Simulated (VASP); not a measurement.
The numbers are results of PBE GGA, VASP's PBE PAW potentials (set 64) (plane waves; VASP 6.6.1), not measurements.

A VASP calculation is set up with these files.

File POSCAR:
```
TiO2
1
    4.6451136722     0.0000000000     0.0000000000
    0.0000000000     4.6451136722     0.0000000000
    0.0000000000     0.0000000000     2.9692299287
Ti O
2 4
Direct
  0.0000000000   0.0000000000   1.0000000000
  0.5000000000   0.5000000000   0.5000000000
  0.3049497927   0.3049497927   0.0000000000
  0.8049497927   0.1950502073   0.5000000000
  0.1950502073   0.8049497927   0.5000000000
  0.6950502073   0.6950502073   1.0000000000
```

### INCAR
```
SYSTEM = TiO2
PREC = Accurate
ENCUT = 520
EDIFF = 1E-7
NELM = 100
ALGO = Normal
LREAL = .FALSE.
LASPH = .TRUE.
ISMEAR = -5
GGA = PE
LMAXMIX = 4
LWAVE = .FALSE.
LCHARG = .TRUE.
LORBIT = 11
NEDOS = 601
ISIF = 2
LEFG = .TRUE.
```

**KPOINTS**
```
Automatic mesh
0
Gamma
6 6 8
0 0 0
```

POTCAR, in this order: Ti_sv O (PBE.64 set). Program: vasp_std.

Output of the run:

### OSZICAR
```
       N       E                     dE             d eps       ncg     rms          rms(c)
DAV:   1     0.678424943451E+03    0.67842E+03   -0.24958E+04  2800   0.202E+03
DAV:   2     0.523720314553E+02   -0.62605E+03   -0.60597E+03  2968   0.584E+02
DAV:   3    -0.657938659501E+02   -0.11817E+03   -0.11602E+03  4372   0.217E+02
DAV:   4    -0.711347270793E+02   -0.53409E+01   -0.53351E+01  3700   0.497E+01
DAV:   5    -0.713523123527E+02   -0.21759E+00   -0.21753E+00  4032   0.840E+00    0.316E+01
DAV:   6    -0.543027113037E+02    0.17050E+02   -0.12164E+02  3396   0.103E+02    0.123E+01
DAV:   7    -0.538611841554E+02    0.44153E+00   -0.19066E+01  3532   0.343E+01    0.770E+00
DAV:   8    -0.539149912873E+02   -0.53807E-01   -0.55103E+00  3532   0.210E+01    0.475E+00
DAV:   9    -0.536675705860E+02    0.24742E+00   -0.22334E+00  3560   0.127E+01    0.116E+00
DAV:  10    -0.536772700297E+02   -0.96994E-02   -0.11688E-01  3516   0.270E+00    0.257E-01
DAV:  11    -0.536768438971E+02    0.42613E-03   -0.69582E-03  3656   0.608E-01    0.946E-02
DAV:  12    -0.536768367707E+02    0.71263E-05   -0.54258E-04  3788   0.169E-01    0.735E-02
DAV:  13    -0.536767767066E+02    0.60064E-04   -0.32314E-04  3892   0.142E-01    0.829E-03
DAV:  14    -0.536767787247E+02   -0.20182E-05   -0.11854E-05  3720   0.267E-02    0.555E-03
DAV:  15    -0.536767788522E+02   -0.12751E-06   -0.18678E-06  3636   0.110E-02    0.134E-03
DAV:  16    -0.536767788427E+02    0.95597E-08   -0.13050E-07  2024   0.336E-03
   1 F= -.53676779E+02 E0= -.53676779E+02  d E =0.000000E+00
```

### OUTCAR
```
------------------------ aborting loop because EDIFF is reached ----------------------------------------
  FORCE on cell =-STRESS in cart. coord.  units (eV):
  Direction    XX          YY          ZZ          XY          YZ          ZX
  --------------------------------------------------------------------------------------
  Total        0.0192844      0.0192844     -0.0652580      0.0000000      0.0000000      0.0000000
  in kB        0.4822596      0.4822596     -1.6319537      0.0000000      0.0000000      0.0000000
  external PRESSURE =      -0.2224782 kB  Pullay stress =       0.0000000 kB
  volume of cell :       64.07
      direct lattice vectors                 reciprocal lattice vectors
     4.645113672  0.000000000  0.000000000     0.215279985  0.000000000  0.000000000
     0.000000000  4.645113672  0.000000000     0.000000000  0.215279985  0.000000000
     0.000000000  0.000000000  2.969229929     0.000000000  0.000000000  0.336787660
 POSITION                                       TOTAL-FORCE (eV/Angst)
 -----------------------------------------------------------------------------------
      0.00000      0.00000      0.00000        -0.000000      0.000000      0.000000
      2.32256      2.32256      1.48461        -0.000000      0.000000      0.000000
      1.41653      1.41653      0.00000         0.005187      0.005187      0.000000
      3.73908      0.90603      1.48461         0.005187     -0.005187     -0.000000
      0.90603      3.73908      1.48461        -0.005187      0.005187      0.000000
      3.22859      3.22859      0.00000        -0.005187     -0.005187     -0.000000
 -----------------------------------------------------------------------------------
    total drift:                               -0.000000      0.000000      0.000000
  FREE ENERGIE OF THE ION-ELECTRON SYSTEM (eV)
  ---------------------------------------------------
  free  energy   TOTEN  =       -53.6767788427 eV

  energy  without entropy=      -53.6767788427  energy(sigma->0) =      -53.67677884

 total charge

# of ion       s       p       d       tot
------------------------------------------
    1        2.215   6.285   1.691  10.191
    2        2.215   6.285   1.691  10.191
    3        1.571   3.489   0.000   5.060
    4        1.571   3.489   0.000   5.060
    5        1.571   3.489   0.000   5.060
    6        1.571   3.489   0.000   5.060
--------------------------------------------------
tot         10.716  26.524   3.382  40.622
```
(Selected blocks of OUTCAR.)

The compound is TiO2 in the rutile structure. It was relaxed first.
